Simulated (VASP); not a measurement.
VASP ran on this input.

### INCAR
```
SYSTEM = BaF2
PREC = Accurate
ENCUT = 400
EDIFF = 1E-6
NELM = 100
ALGO = Normal
LREAL = .FALSE.
LASPH = .TRUE.
ISMEAR = -1
SIGMA = 0.02
GGA = PE
LMAXMIX = 4
LWAVE = .FALSE.
LCHARG = .FALSE.
ISIF = 2
```

File POSCAR:
```
BaF2
1
    0.0000000000     3.1000000000     3.1000000000
    3.1000000000     0.0000000000     3.1000000000
    3.1000000000     3.1000000000     0.0000000000
Ba F
1 2
Direct
  0.0000000000   0.0000000000   0.0000000000
  0.2500000000   0.2500000000   0.2500000000
  0.7500000000   0.7500000000   0.7500000000
```

File KPOINTS:
```
Automatic mesh
0
Gamma
5 5 5
0 0 0
```

POTCAR, in this order: Ba_sv F (PBE.64 set). Program: vasp_std.

**Question.** Translate this PBE calculation to Ansatz.

**Answer.** One equivalent input (not run):
Ansatz 0.2 input:
```yaml
crystal:
  lattice:
    - [0.0000000, 3.1000000, 3.1000000]
    - [3.1000000, 0.0000000, 3.1000000]
    - [3.1000000, 3.1000000, 0.0000000]
  atoms:
    - { symbol: Ba, position: [0.0000000, 0.0000000, 0.0000000] }
    - { symbol: F, position: [0.2500000, 0.2500000, 0.2500000] }
    - { symbol: F, position: [0.7500000, 0.7500000, 0.7500000] }
kpoints:
  mp_grid: { grid: [5, 5, 5] }
hamiltonian:
  xc: pbe
  pseudopotentials: { kind: paw }
scf:
  occupations: { method: fermi_dirac, width: 0.02 }
  max_iter: 100
output: { forces: true, stress: true, eigenvalues: true }
```
Limits of the translation: each code has its own PAW files, so the cut-off isn't converted (ENCUT is set for VASP's; basis.ecutwfc is left out, and Ansatz then takes the one that its files recommend); Ansatz stops its SCF on the density residual and VASP on the energy change (EDIFF).

The structure is a typed BaF2 crystal. The cell was not relaxed at this level.
